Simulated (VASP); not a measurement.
A run of VASP 6.6.1 is set up as follows.

INCAR

```
PREC = Accurate ; ENCUT = 520
EDIFF = 1E-7 ; ISMEAR = -1
SIGMA = 0.05 ; LREAL = F
LASPH = T ; NELM = 60
ALGO = Normal ; ISIF = 2
LWAVE = F ; LCHARG = T
GGA = PE ; LELF = T
LVHAR = T ; NBANDS = 20
```

The input KPOINTS:

```
Automatic mesh
0
Gamma
  7 5 5
```

POSCAR

```
Mg6SiB
1.0
    3.9757080000      0.0000000000      0.0000000000
    0.0000000000      3.8916700000      4.9380070000
    0.0000000000     -3.8916700000      4.9380070000
Si Mg B
1 6 1
Direct
   -0.0032070000      0.9445710000      0.9426250000
    0.5181920000      0.1394020000      0.1443000000
    0.5091420000      0.0996700000      0.6625160000
    0.5081100000      0.6673040000      0.0958980000
   -0.0158540000      0.3743100000      0.3714010000
    0.0024720000      0.4528310000      0.8179550000
   -0.0133510000      0.8120770000      0.4477850000
    0.5162710000      0.5242200000      0.5149620000
```

Potentials or basis: VASP PAW PBE potentials, release 64 (Si, Mg, B).

The run is started by

```bash
$ cat potpaw_PBE.64/Si/POTCAR potpaw_PBE.64/Mg/POTCAR potpaw_PBE.64/B/POTCAR > POTCAR
$ mpirun -np 1 vasp_std > vasp.out
```

Task: Estimate the largest force.

Result: 0.661 eV/Å.

Task: Predict the pressure.

Result: -0.1 GPa.

Task: Estimate the band gap on the k mesh.

Result: None (metal or under the smearing width).

Stress tensor (GPa, compression positive):
```
 0.17 -0.13 -0.15
-0.13  0.41  0.04
-0.15  0.04 -0.99
```
